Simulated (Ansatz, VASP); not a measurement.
**Ru (Ruthenium): VASP beside Ansatz**

One calculation is typed for both programs; each brings its own data sets. How far apart do they land? The cell is taken from a series of runs on this material, whose earlier steps may have relaxed, scaled, displaced or heated it; both programs get it as it stands.

Main program and level: Ansatz 0.2.0; plane waves, with VASP 6.6.1 beside it; zone-centre phonons at PBE.

**1. The structure**

It takes space group P6_3/mmc (No. 194, hexagonal). Conventional cell: a = 2.721 Å, b = 2.721 Å, c = 4.292 Å, α = 90.00°, β = 90.00°, γ = 120.00°. Ru has 12 Ru at 2.66 to 2.72 Å nearest.

**2. VASP: zone-centre phonons, PBE**

Second derivatives magnify differences that forces hide, and they need a tight electronic threshold.

Lines of VASP's logs that name or quote its potential files are left out, and so is its time.

File INCAR:

```
SYSTEM = Ru
PREC = Accurate
ENCUT = 500
EDIFF = 1E-08
NELM = 120
ISMEAR = 1
SIGMA = 0.2
LREAL = .FALSE.
ALGO = Normal
GGA = PE
NBANDS = 20
LASPH = .TRUE.
LORBIT = 11
LWAVE = .FALSE.
LCHARG = .FALSE.
ISIF = 2
IBRION = 8
GGA_COMPAT = .FALSE.
KPAR = 2
```

File POSCAR:

```
Ru
1.0
    2.7213785409      0.0000000000      0.0000000000
   -1.3606892705      2.3567829497      0.0000000000
    0.0000000000      0.0000000000      4.2924870111
Ru
2
Direct
    0.3333333333      0.6666666667      0.2500000000
    0.6666666667      0.3333333333      0.7500000000
```

File KPOINTS:

```
Automatic mesh
0
Gamma
21 21 12
0 0 0
```

PAW data sets: Ru_pv (PBE family, release 64).

The run is started by

```sh
> mpirun -np 2 vasp_std
```

Numbers of over 12 decimals in the logs are rounded to 6 here.

What it wrote:

```text
[banner, memory and clock lines left out]
running    2 mpi-ranks, on    1 nodes
 distrk:  each k-point on    1 cores,    2 groups
 distr:  one band on    1 cores,    1 groups

 POSCAR found type information on POSCAR Ru
 POSCAR found :  1 types and       2 ions
 LDA part: xc-table for (Slater+PW92), standard interpolation
 POSCAR, INCAR and KPOINTS ok, starting setup
 FFT: planning ... GRIDC
 FFT: planning ... GRID_SOFT
 FFT: planning ... GRID
 WAVECAR not read
 entering main loop
       N       E                     dE             d eps       ncg     rms          rms(c)
DAV:   1     0.282404468317E+03    0.28240E+03   -0.17407E+04 13464   0.151E+03
DAV:   2    -0.139512469690E+02   -0.29636E+03   -0.28834E+03 13872   0.454E+02
DAV:   3    -0.197819239880E+02   -0.58307E+01   -0.57881E+01 15308   0.710E+01
DAV:   4    -0.198282689434E+02   -0.46345E-01   -0.46312E-01 17480   0.595E+00
DAV:   5    -0.198288814178E+02   -0.61247E-03   -0.61112E-03 15128   0.582E-01    0.172E+01
DAV:   6    -0.185501577780E+02    0.12787E+01   -0.30274E+00 15180   0.175E+01    0.445E+00
DAV:   7    -0.184744245202E+02    0.75733E-01   -0.37271E-01 15652   0.480E+00    0.106E+00
DAV:   8    -0.184680234336E+02    0.64011E-02   -0.21674E-02 14980   0.103E+00    0.264E-01
DAV:   9    -0.184676949197E+02    0.32851E-03   -0.13613E-03 15492   0.401E-01    0.324E-02
DAV:  10    -0.184677003076E+02   -0.53878E-05   -0.10837E-04 14856   0.108E-01    0.277E-02
DAV:  11    -0.184676951780E+02    0.51295E-05   -0.17272E-05 15480   0.394E-02    0.145E-03
DAV:  12    -0.184676951535E+02    0.24480E-07   -0.16361E-07 16068   0.364E-03    0.769E-04
DAV:  13    -0.184676951863E+02   -0.32746E-07   -0.14194E-09 10132   0.349E-04    0.394E-04
DAV:  14    -0.184676952145E+02   -0.28267E-07   -0.61380E-10  9192   0.269E-04    0.183E-05
DAV:  15    -0.184676952180E+02   -0.34388E-08   -0.45687E-11  9156   0.672E-05
   1 F= -.18467695E+02 E0= -.18467127E+02  d E =-.170349E-02
 Linear response reoptimize wavefunctions to high precision
DAV:   1    -0.184676952160E+02    0.19763E-08   -0.39548E-11  9124   0.605E-05
DAV:   2    -0.184676952160E+02   -0.63665E-11   -0.31969E-12  8800   0.127E-05
 Linear response DOF=           2
 Linear response progress:
  Degree of freedom:   1/  2
       N       E                     dE             d eps       ncg     rms          rms(c)
RMM:   1    -0.517921767298E+00   -0.51792E+00    0.31046E+00 62378   0.599E+01
RMM:   2    -0.618605555838E+00   -0.10068E+00   -0.11832E-01 85873   0.292E+00    0.137E-01
RMM:   3    -0.617511828742E+00    0.10937E-02   -0.34968E-03100150   0.489E-01    0.636E-02
RMM:   4    -0.616137226215E+00    0.13746E-02   -0.42591E-04100185   0.170E-01    0.244E-02
RMM:   5    -0.615957884486E+00    0.17934E-03   -0.39175E-05117766   0.440E-02    0.136E-02
RMM:   6    -0.615892303657E+00    0.65581E-04   -0.42900E-05102257   0.164E-02    0.993E-03
RMM:   7    -0.615823256305E+00    0.69047E-04   -0.37741E-05100973   0.970E-03    0.768E-04
RMM:   8    -0.615836187885E+00   -0.12932E-04   -0.22146E-05127833   0.341E-03    0.339E-04
RMM:   9    -0.615844464169E+00   -0.82763E-05   -0.13681E-05126248   0.134E-03    0.978E-05
RMM:  10    -0.615845849591E+00   -0.13854E-05   -0.86696E-06131299   0.860E-04    0.265E-05
RMM:  11    -0.615846115628E+00   -0.26604E-06   -0.51634E-06132563   0.664E-04    0.991E-06
RMM:  12    -0.615846002917E+00    0.11271E-06   -0.30393E-06134391   0.562E-04    0.387E-06
RMM:  13    -0.615845934942E+00    0.67975E-07   -0.16822E-06140332   0.506E-04    0.194E-06
RMM:  14    -0.615846016729E+00   -0.81787E-07   -0.12384E-06131119   0.476E-04    0.126E-06
[...]
RMM:  20    -0.615846054886E+00    0.75999E-08   -0.29575E-07114984   0.430E-04    0.100E-07
RMM:  21    -0.615846050837E+00    0.40486E-08   -0.24503E-07112972   0.429E-04    0.124E-07
RMM:  22    -0.615846050291E+00    0.54602E-09   -0.23439E-07109507   0.428E-04    0.245E-07
RMM:  23    -0.615846047692E+00    0.25988E-08   -0.20123E-07110635   0.428E-04    0.306E-07
RMM:  24    -0.615846048013E+00   -0.32027E-09   -0.19442E-07108783   0.428E-04    0.382E-07
RMM:  25    -0.615846047574E+00    0.43848E-09   -0.17133E-07107797   0.428E-04    0.377E-07
RMM:  26    -0.615846047004E+00    0.56981E-09   -0.16198E-07108611   0.427E-04    0.457E-07
RMM:  27    -0.615846046332E+00    0.67225E-09   -0.14895E-07107201   0.427E-04    0.427E-07
 first order change of Fermi-energy   0.32535E-05
 force on displaced ion       1 direction 1 :  -7.226   0.001   0.000
 Linear response progress:
  Degree of freedom:   2/  2
       N       E                     dE             d eps       ncg     rms          rms(c)
RMM:   1    -0.628619754215E+00   -0.62862E+00    0.35587E+00 21077   0.606E+01
RMM:   2    -0.741010248767E+00   -0.11239E+00   -0.13180E-01 29291   0.303E+00    0.137E-01
RMM:   3    -0.741013904406E+00   -0.36556E-05   -0.23934E-03 34128   0.460E-01    0.709E-02
RMM:   4    -0.740251162211E+00    0.76274E-03   -0.35128E-04 33246   0.167E-01    0.262E-02
RMM:   5    -0.740186197104E+00    0.64965E-04   -0.12256E-04 38267   0.553E-02    0.214E-02
RMM:   6    -0.740079313034E+00    0.10688E-03   -0.44522E-05 34513   0.208E-02    0.997E-03
RMM:   7    -0.739988612858E+00    0.90700E-04   -0.85814E-05 37036   0.104E-02    0.215E-03
RMM:   8    -0.739973775484E+00    0.14837E-04   -0.53832E-05 38776   0.323E-03    0.660E-04
RMM:   9    -0.739973771050E+00    0.44332E-08   -0.29876E-05 40097   0.158E-03    0.123E-04
RMM:  10    -0.739974716105E+00   -0.94505E-06   -0.20504E-05 41230   0.915E-04    0.291E-05
RMM:  11    -0.739974949343E+00   -0.23324E-06   -0.16040E-05 43706   0.664E-04    0.108E-05
RMM:  12    -0.739974868845E+00    0.80498E-07   -0.11949E-05 43249   0.559E-04    0.353E-06
RMM:  13    -0.739974550664E+00    0.31818E-06   -0.79132E-06 46178   0.501E-04    0.179E-06
RMM:  14    -0.739974411699E+00    0.13896E-06   -0.57220E-06 44784   0.471E-04    0.107E-06
RMM:  15    -0.739974251862E+00    0.15984E-06   -0.38099E-06 43713   0.453E-04    0.149E-06
RMM:  16    -0.739974157368E+00    0.94494E-07   -0.25462E-06 39459   0.441E-04    0.163E-06
RMM:  17    -0.739974099288E+00    0.58080E-07   -0.18859E-06 39402   0.435E-04    0.245E-06
RMM:  18    -0.739974113065E+00   -0.13777E-07   -0.16940E-06 43589   0.432E-04    0.140E-06
RMM:  19    -0.739974108032E+00    0.50334E-08   -0.14572E-06 44716   0.429E-04    0.890E-07
RMM:  20    -0.739974103305E+00    0.47267E-08   -0.12917E-06 39330   0.427E-04    0.719E-07
RMM:  21    -0.739974090368E+00    0.12938E-07   -0.11367E-06 38339   0.426E-04    0.692E-07
RMM:  22    -0.739974092337E+00   -0.19693E-08   -0.11121E-06 35881   0.426E-04    0.681E-07
RMM:  23    -0.739974080579E+00    0.11758E-07   -0.10001E-06 36162   0.425E-04    0.708E-07
 first order change of Fermi-energy   0.98866E-04
 force on displaced ion       1 direction 3 :   0.000  -0.000 -12.054
 Linear response finished
```

Parts of OUTCAR (step 2):

```text
ion  position               nearest neighbor table
   1  0.333  0.667  0.250-   2 2.66   2 2.66   2 2.66   2 2.66   2 2.66   2 2.66
   2  0.667  0.333  0.750-   1 2.66   1 2.66   1 2.66   1 2.66   1 2.66   1 2.66

  LATTYP: Found a hexagonal cell.
 ALAT       =     2.7213785409
 C/A-ratio  =     1.5773208124

 Subroutine GETGRP returns: Found 24 space group operations
 (whereof 12 operations were pure point group operations)

The static configuration has the point symmetry D_3d.
 The point group associated with its full space group is D_6h.

 Found    336 irreducible k-points:

   k-points           NKPTS =    336   k-points in BZ     NKDIM =    336   number of bands    NBANDS=     20

   dimension x,y,z NGX =    20 NGY =   20 NGZ =   32
   dimension x,y,z NGXF=    40 NGYF=   40 NGZF=   64

   ENCUT  =  500.0 eV  36.75 Ry    6.06 a.u.   4.96  4.96  7.83*2*pi/ulx,y,z

   NELECT =      28.0000    total number of electrons

 k-points in reciprocal lattice and weights: Automatic mesh
   0.00000000  0.00000000  0.00000000       0.000
   0.04761905  0.00000000  0.00000000       0.001
   0.09523810  0.00000000  0.00000000       0.001
   0.14285714  0.00000000  0.00000000       0.001
   0.19047619  0.00000000  0.00000000       0.001
   0.23809524  0.00000000  0.00000000       0.001
   0.28571429  0.00000000  0.00000000       0.001
   0.33333333  0.00000000  0.00000000       0.001
   0.38095238  0.00000000  0.00000000       0.001
[...]
0.33333333  0.28571429  0.50000000       0.002
   0.33333333  0.33333333  0.50000000       0.000

 average (electrostatic) potential at core
       1 -67.4478       2 -67.4478

  Total       -0.0139815     -0.0139815     -0.0107593      0.0000000      0.0000000     -0.0000000
  in kB       -0.8136680     -0.8136680     -0.6261478      0.0000000      0.0000000     -0.0000000
  external PRESSURE =      -0.7511613 kB  Pullay stress =       0.0000000 kB

  energy-cutoff  :      500.00
  volume of cell :       27.53
      direct lattice vectors                 reciprocal lattice vectors
     2.721378541  0.000000000  0.000000000     0.367460824  0.212153605  0.000000000
    -1.360689270  2.356782950  0.000000000     0.000000000  0.424307211  0.000000000
     0.000000000  0.000000000  4.292487011     0.000000000  0.000000000  0.232965178

 POSITION                                       TOTAL-FORCE (eV/Angst)
 -----------------------------------------------------------------------------------
     -0.00000      1.57119      1.07312        -0.000000      0.000000      0.000000
      1.36069      0.78559      3.21937         0.000000     -0.000000      0.000000
 -----------------------------------------------------------------------------------
    total drift:                               -0.000000      0.000000     -0.000000

 Eigenvectors and eigenvalues of the dynamical matrix
 ----------------------------------------------------

   1 f  =    7.635286 THz    47.973920 2PiTHz  254.685742 cm-1    31.576993 meV
             X         Y         Z           dx          dy          dz
     -0.000000  1.571189  1.073122     0.000000    0.000000    0.707107
      1.360689  0.785594  3.219365     0.000000   -0.000000   -0.707107

   2 f  =    5.911424 THz    37.142570 2PiTHz  197.183867 cm-1    24.447673 meV
             X         Y         Z           dx          dy          dz
     -0.000000  1.571189  1.073122     0.623198   -0.334102   -0.000000
      1.360689  0.785594  3.219365    -0.623198    0.334102   -0.000000

   3 f  =    5.911424 THz    37.142570 2PiTHz  197.183867 cm-1    24.447673 meV
             X         Y         Z           dx          dy          dz
     -0.000000  1.571189  1.073122     0.334102    0.623198    0.000000
      1.360689  0.785594  3.219365    -0.334102   -0.623198    0.000000

   4 f  =    0.000000 THz     0.000000 2PiTHz    0.000002 cm-1     0.000000 meV
             X         Y         Z           dx          dy          dz
     -0.000000  1.571189  1.073122    -0.701829   -0.086135    0.004052
      1.360689  0.785594  3.219365    -0.701829   -0.086135    0.004052

   5 f/i=    0.000000 THz     0.000001 2PiTHz    0.000003 cm-1     0.000000 meV
             X         Y         Z           dx          dy          dz
     -0.000000  1.571189  1.073122     0.084300   -0.678363    0.180880
      1.360689  0.785594  3.219365     0.084300   -0.678363    0.180880

   6 f/i=    0.000000 THz     0.000001 2PiTHz    0.000003 cm-1     0.000000 meV
             X         Y         Z           dx          dy          dz
     -0.000000  1.571189  1.073122    -0.018146    0.180013    0.683569
      1.360689  0.785594  3.219365    -0.018146    0.180013    0.683569

 ELASTIC MODULI CONTR FROM IONIC RELAXATION (kBar)
 Direction    XX          YY          ZZ          XY          YZ          ZX
 --------------------------------------------------------------------------------
 XX         -42.5141     42.5141      0.0000      0.0000      0.0000     -0.0000
 YY          42.5141    -42.5141     -0.0000      0.0000      0.0000      0.0000
 ZZ           0.0000     -0.0000     -0.0000      0.0000      0.0000      0.0000
 XY           0.0000      0.0000      0.0000    -42.5141      0.0000      0.0000
 YZ           0.0000      0.0000      0.0000      0.0000      0.0000      0.0000
 ZX          -0.0000      0.0000      0.0000      0.0000      0.0000     -0.0000
 --------------------------------------------------------------------------------
```

[end of part 1 of 2]

[Lines on the potential files, build, host, timing and source positions are cut from VASP's logs without a mark.]

[Logs are printed without paths, hosts, clocks, repeated set-up lines and the standing remarks that a program may print on its own settings, such as how far it seeks lower states.]

[Hosts, paths, dates, database ids (printed as entryN), source tags and the programs' standing remarks are cut or masked in the printed files.]
